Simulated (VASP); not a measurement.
Method: PBEsol GGA, VASP's PBE PAW potentials (set 64) (plane waves; VASP 6.6.1).

VASP ran on this input.

File KPOINTS:
```
Automatic mesh
0
Gamma
  8 8 8
0 0 0
```

INCAR:
```
SYSTEM=GaP
PREC=Accurate; ENCUT=480; LREAL=.FALSE.
LASPH=.TRUE.
EDIFF=1E-7; NELM=100; ALGO=Normal
LMAXMIX=4
ISMEAR=0; SIGMA=0.05
GGA=PS
IBRION=2; NSW=40; ISIF=3
EDIFFG=-0.01; PSTRESS=150
LWAVE=.FALSE.; LCHARG=.FALSE.
```

POSCAR:
```
GaP
1
   -0.0000000000     2.7164457347     2.7164457347
    2.7164457347     0.0000000000     2.7164457347
    2.7164457347     2.7164457347     0.0000000000
Ga P
1 1
Direct
  0.0000000000   0.0000000000   0.0000000000
  0.2500000000   0.2500000000   0.2500000000
```

POTCAR, in this order: Ga_d P (PBE.64 set). Program: vasp_std.

Energy and stress use the plane-wave basis of the starting cell.

### Question
Predict the energy per atom (σ→0), volume per atom, band gap (on the k-mesh).

### Answer

| Quantity | Value |
|---|---|
| energy per atom (σ→0) | -4.858 eV/atom |
| band gap (on the k-mesh) | 1.19 eV |
| volume per atom | 17.62 Å³/atom |

File OSZICAR:
```
...
       N       E                     dE             d eps       ncg     rms          rms(c)
DAV:   1    -0.971848510724E+01    0.90705E-02   -0.22162E-02  1014   0.350E+00    0.250E-01
DAV:   2    -0.971710891604E+01    0.13762E-02   -0.24787E-03   974   0.147E+00    0.111E-01
DAV:   3    -0.971677846468E+01    0.33045E-03   -0.34162E-04  1009   0.461E-01    0.280E-02
DAV:   4    -0.971674583915E+01    0.32626E-04   -0.42084E-05   962   0.100E-01    0.102E-02
DAV:   5    -0.971674223612E+01    0.36030E-05   -0.22201E-06   972   0.218E-02    0.416E-03
DAV:   6    -0.971674218127E+01    0.54854E-07   -0.21356E-07   569   0.819E-03
   4 F= -.64180014E+01 E0= -.64180014E+01  d E =-.250502E+00
```

The compound is GaP in the zinc blende structure. This run relaxes it under an external pressure of 15 GPa. Symmetry was kept, so distortions that lower it aren't found.
